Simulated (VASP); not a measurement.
Computed with PBE GGA, VASP's PBE PAW potentials (set 64) (plane waves; VASP).

The input files of a VASP run:

KPOINTS:
```
Automatic mesh
0
Gamma
18 18 18
0 0 0
```

**POSCAR**
```
Sn
1
   -2.9401400000     2.9401400000     1.5993000000
    2.9401400000    -2.9401400000     1.5993000000
    2.9401400000     2.9401400000    -1.5993000000
Sn
2
Direct
  0.7500000000   0.2500000000   0.5000000000
  0.0000000000   0.0000000000   0.0000000000
```

**INCAR**
```
# general
SYSTEM  = Sn
PREC    = Accurate
ENCUT   = 300
LREAL   = .FALSE.
LASPH   = .TRUE.

# electronic loop
EDIFF   = 1E-6
NELM    = 100
ALGO    = Normal
LMAXMIX = 4

# smearing
ISMEAR  = 1
SIGMA   = 0.05

# functional
GGA     = PE

# ions
ISIF    = 2

# output
LWAVE   = .FALSE.
LCHARG  = .FALSE.
```

POTCAR, in this order: Sn_d (PBE.64 set). Program: vasp_std.

What VASP printed:

OUTCAR:
```
 ion  position               nearest neighbor table
   1  0.750  0.250  0.500-   2 3.05   2 3.05   2 3.05   2 3.05
   2  0.000  0.000  0.000-   1 3.05   1 3.05   1 3.05   1 3.05
  LATTYP: Found a body centered tetragonal cell.
 ALAT       =     5.8802800000
 C/A-ratio  =     0.5439536893
 Subroutine PRICEL returns:
 Original cell was already a primitive cell.
 Subroutine GETGRP returns: Found 16 space group operations
The static configuration has the point symmetry D_2d.
 The point group associated with its full space group is D_4h.
The dynamic configuration has the point symmetry D_2d.
 Subroutine INISYM returns: Found 16 space group operations
 Subroutine IBZKPT returns following result:
 Found    480 irreducible k-points:

 Following reciprocal coordinates:
            Coordinates               Weight
  0.000000  0.000000  0.000000      1.000000
  0.055556  0.000000 -0.000000      8.000000
  0.111111  0.000000 -0.000000      8.000000
  0.166667  0.000000  0.000000      8.000000
  0.222222  0.000000  0.000000      8.000000
  0.277778 -0.000000  0.000000      8.000000
  0.333333  0.000000  0.000000      8.000000
  0.388889  0.000000 -0.000000      8.000000
  0.444444  0.000000  0.000000      8.000000
  0.500000  0.000000 -0.000000      4.000000
  0.055556  0.055556 -0.000000      8.000000
  0.111111  0.055556 -0.000000     16.000000
  0.166667  0.055556 -0.000000     16.000000
  0.222222  0.055556  0.000000     16.000000
  0.277778  0.055556  0.000000     16.000000
  0.333333  0.055556  0.000000     16.000000
  0.388889  0.055556 -0.000000     16.000000
  0.444444  0.055556 -0.000000     16.000000
  0.500000  0.055556 -0.000000     16.000000
 -0.444444  0.055556 -0.000000     16.000000
 -0.388889  0.055556 -0.000000     16.000000
 -0.333333  0.055556  0.000000     16.000000
...
```

### OSZICAR
```
       N       E                     dE             d eps       ncg     rms          rms(c)
DAV:   1     0.171608046255E+03    0.17161E+03   -0.11399E+04 17422   0.176E+03
DAV:   2     0.669916957336E+01   -0.16491E+03   -0.16294E+03 17368   0.366E+02
DAV:   3    -0.726688222075E+01   -0.13966E+02   -0.13844E+02 19978   0.120E+02
DAV:   4    -0.760818241779E+01   -0.34130E+00   -0.34030E+00 19518   0.204E+01
DAV:   5    -0.762018638610E+01   -0.12004E-01   -0.12003E-01 23074   0.331E+00    0.228E+00
DAV:   6    -0.760647493332E+01    0.13711E-01   -0.26254E-02 22458   0.245E+00    0.129E+00
DAV:   7    -0.760250676555E+01    0.39682E-02   -0.18815E-02 22366   0.201E+00    0.143E-01
DAV:   8    -0.760242380077E+01    0.82965E-04   -0.17655E-03 20144   0.621E-01    0.333E-02
DAV:   9    -0.760243267152E+01   -0.88708E-05   -0.45886E-05 21026   0.685E-02    0.124E-02
DAV:  10    -0.760243123390E+01    0.14376E-05   -0.56394E-06 19112   0.336E-02    0.196E-03
DAV:  11    -0.760243123644E+01   -0.25420E-08   -0.21949E-07  9346   0.695E-03
   1 F= -.76024312E+01 E0= -.76023894E+01  d E =-.125446E-03
```

**OUTCAR**
```
------------------------ aborting loop because EDIFF is reached ----------------------------------------
  FORCE on cell =-STRESS in cart. coord.  units (eV):
  Direction    XX          YY          ZZ          XY          YZ          ZX
  --------------------------------------------------------------------------------------
  Total        0.2931702      0.2931702      0.3239994      0.0000000      0.0000000      0.0000000
  in kB        8.4938473      8.4938473      9.3870425      0.0000000      0.0000000      0.0000000
  external PRESSURE =       8.7915791 kB  Pullay stress =       0.0000000 kB
  volume of cell :       55.30
      direct lattice vectors                 reciprocal lattice vectors
    -2.940140000  2.940140000  1.599300000     0.000000000  0.170059929  0.312636779
     2.940140000 -2.940140000  1.599300000     0.170059929  0.000000000  0.312636779
     2.940140000  2.940140000 -1.599300000     0.170059929  0.170059929  0.000000000
 POSITION                                       TOTAL-FORCE (eV/Angst)
 -----------------------------------------------------------------------------------
     -0.00000      2.94014      0.79965        -0.000000      0.000000     -0.000000
      0.00000      0.00000      0.00000         0.000000     -0.000000      0.000000
 -----------------------------------------------------------------------------------
    total drift:                               -0.000000      0.000000      0.000000
  FREE ENERGIE OF THE ION-ELECTRON SYSTEM (eV)
  ---------------------------------------------------
  free  energy   TOTEN  =        -7.6024312364 eV

  energy  without entropy=       -7.6023057905  energy(sigma->0) =       -7.60238942
```
(Selected blocks of OUTCAR.)

At this cut-off the stress carries a Pulay error, which pulls relaxed volumes low.

The structure comes from a computed database's Sn entry; how it stands against other phases isn't given here. The cell was not relaxed at this level. The run is one of a series of settings (KPOINTS 18×18×18 Γ-centred mesh against the base run), some of them coarse on purpose.
